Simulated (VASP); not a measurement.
VASP input:

### INCAR
```
SYSTEM = TiB2
PREC = Accurate
ENCUT = 520
EDIFF = 1E-7
NELM = 100
ALGO = Normal
LREAL = .FALSE.
LASPH = .TRUE.
ISMEAR = -5
GGA = PS
LMAXMIX = 4
LWAVE = .FALSE.
LCHARG = .TRUE.
LORBIT = 11
NEDOS = 601
ISIF = 2
```

### KPOINTS
```
kpoints
0
gamma
  10 10 6
```

**POSCAR**
```
TiB2
1
    4.1791016278    -0.0000000000    -0.0000000000
   -2.0895508139     3.6192080974     0.0000000000
    0.0000000000     0.0000000000     5.9043756172
Ti B
3 6
Direct
  0.5000000000   0.0000000000   0.0000000000
  0.5000000000   0.5000000000   0.3333330000
  1.0000000000   0.5000000000   0.6666670000
  0.2044409662   0.4088819323   0.0000000000
  0.7955590338   0.2044409662   0.3333330000
  0.5911180677   0.7955590338   0.6666670000
  0.7955590338   0.5911180677   0.0000000000
  0.2044409662   0.7955590338   0.3333330000
  0.4088819323   0.2044409662   0.6666670000
```

POTCAR, in this order: Ti_sv B (PBE.64 set). Program: vasp_std.

Write an equivalent input for Ansatz.

One equivalent input (not run):
Ansatz 0.2 input:
```yaml
crystal:
  lattice:
    - [4.1791016, 0.0000000, 0.0000000]
    - [-2.0895508, 3.6192081, 0.0000000]
    - [0.0000000, 0.0000000, 5.9043756]
  atoms:
    - { symbol: Ti, position: [0.5000000, 0.0000000, 0.0000000] }
    - { symbol: Ti, position: [0.5000000, 0.5000000, 0.3333330] }
    - { symbol: Ti, position: [1.0000000, 0.5000000, 0.6666670] }
    - { symbol: B, position: [0.2044410, 0.4088819, 0.0000000] }
    - { symbol: B, position: [0.7955590, 0.2044410, 0.3333330] }
    - { symbol: B, position: [0.5911181, 0.7955590, 0.6666670] }
    - { symbol: B, position: [0.7955590, 0.5911181, 0.0000000] }
    - { symbol: B, position: [0.2044410, 0.7955590, 0.3333330] }
    - { symbol: B, position: [0.4088819, 0.2044410, 0.6666670] }
kpoints:
  mp_grid: { grid: [10, 10, 6] }
hamiltonian:
  xc: pbesol
  pseudopotentials: { kind: paw }
scf:
  occupations: { method: tetrahedron }
  max_iter: 100
output: { forces: true, stress: true, eigenvalues: true }
```
The two are equivalent in intent, not identical: each code has its own PAW files, so the cut-off isn't converted (ENCUT is set for VASP's; basis.ecutwfc is left out, and Ansatz then takes the one that its files recommend); Ansatz stops its SCF on the density residual and VASP on the energy change (EDIFF).

The structure was generated: TiB2 was put into the CrSi2 type (P6_222), which need not be its known phase. It was relaxed first, which changed the volume by +6 %.
